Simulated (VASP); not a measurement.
Given:

```
WSe2
1.0
    1.63436    -2.83079     0.00000
    1.63436     2.83079     0.00000
    0.00000     0.00000    12.93864
W Se
2 4
Direct
  0.33333   0.66667   0.25000
  0.66667   0.33333   0.75000
  0.33333   0.66667   0.87912
  0.66667   0.33333   0.37912
  0.66667   0.33333   0.12088
  0.33333   0.66667   0.62088
```

The numbers are results of rev-vdW-DF2, VASP's PBE PAW potentials (set 64) (plane waves; VASP), not measurements. Numerical set-up: 520 eV cut-off, 8×8×2 Γ-centred mesh, Gaussian smearing of 0.050 eV, potentials W_sv Se.

Task: The ions and cell shape at fixed volume are relaxed. Give the cell that the relaxation ends in.

Result: 
```
WSe2
1.0
    1.64290    -2.84559     0.00000
    1.64290     2.84559     0.00000
    0.00000     0.00000    12.80441
W Se
2 4
Cartesian
  1.64290   0.94853   3.20110
  1.64290  -0.94853   9.60331
  1.64290   0.94853  11.29238
  1.64290  -0.94853   4.89018
  1.64290  -0.94853   1.51203
  1.64290   0.94853   7.91423
```
Space group P6_3/mmc (194), at a tolerance of 0.03 Å.

Task: How much energy does the relaxation gain?

Result: The energy (σ→0) changes by -5.4 meV/atom, in 5 ionic steps.

The compound is WSe2 in the 2H layered structure. This cell is one point of a volume scan, at 0.97 of the reference volume. Symmetry was kept, so distortions that lower it aren't found.
